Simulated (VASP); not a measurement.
Set up this calculation in VASP 6.6.1, as the native input.

| Property | Result |
| --- | --- |
| Task | relaxation of cell and atoms |
| Functional | PBE |
| Potentials or basis | VASP PAW PBE potentials, release 64 (Hf_pv, O) |
| Cutoff | 600 eV |
| k mesh | 4 × 4 × 4 |
| Occupations | gaussian, width 0.05 eV |
| Spin | no spin polarisation |
| Further INCAR settings | ALGO = Normal; EDIFF = 1e-06; IBRION = 2; EDIFFG = -0.005; NSW = 60; ISIF = 3 |

The structure of Hf4O7 lies in POSCAR:

```
Hf4O7
1.0
    5.1180000000      0.0000000000      0.0000000000
    0.0000000000      5.1857000000      0.0000000000
   -0.8586630598      0.0000000000      5.2138671406
Hf O
4 7
Direct
    0.2755000000      0.0397000000      0.2080000000
    0.7245000000      0.5397000000      0.2920000000
    0.7245000000      0.9603000000      0.7920000000
    0.2755000000      0.4603000000      0.7080000000
    0.4487000000      0.7581000000      0.4801000000
    0.5513000000      0.2581000000      0.0199000000
    0.5513000000      0.2419000000      0.5199000000
    0.4487000000      0.7419000000      0.9801000000
    0.9258000000      0.8316000000      0.1533000000
    0.9258000000      0.6684000000      0.6533000000
    0.0742000000      0.1684000000      0.8467000000
```

The cell was built by a generator and needn't be a form met in nature.

One way to write it, as run:

INCAR

```
SYSTEM = Hf4O7
PREC = Accurate ; ENCUT = 600
EDIFF = 1E-6 ; ISMEAR = 0
SIGMA = 0.05 ; LREAL = .False.
LASPH = .True. ; NELM = 60
ALGO = Normal ; ISIF = 3
LWAVE = .False. ; LCHARG = .False.
GGA = PE ; IBRION = 2
NSW = 60 ; EDIFFG = -0.005
```

KPOINTS

```
regular mesh
0
Gamma
  4 4 4
  0 0 0
```

Potentials or basis: VASP PAW PBE potentials, release 64 (Hf_pv, O).

Run with:

```bash
$ cat potpaw_PBE.64/Hf_pv/POTCAR potpaw_PBE.64/O/POTCAR > POTCAR
$ mpirun -np 1 vasp_std > vasp.out
```

Results of the run:

| Quantity | Value |
| --- | --- |
| Relaxed volume | 12.53 Å³/atom |
| Relaxed cell | a = 5.101 Å, b = 5.180 Å, c = 5.284 Å, α = 90.61°, β = 99.14°, γ = 89.68° |
| Space group after relaxing (to 0.05 Å) | P1 (No. 1) |
| Energy gained by relaxing | 8.3 meV/atom |
| Ionic steps | 31 |
| Pressure after relaxing | 0.0 GPa |
| Largest force after relaxing | 0.004 eV/Å |
| Band gap on the k mesh | 0.93 eV, indirect (least direct gap 0.96 eV) |

Caveat: spin-orbit coupling is left out, which moves the levels of the heavy elements.

Run time: 56 min on 1 thread of Intel(R) Xeon(R) Platinum 8488C (Sapphire Rapids), with other jobs on the host, peak memory 0.42 GiB.
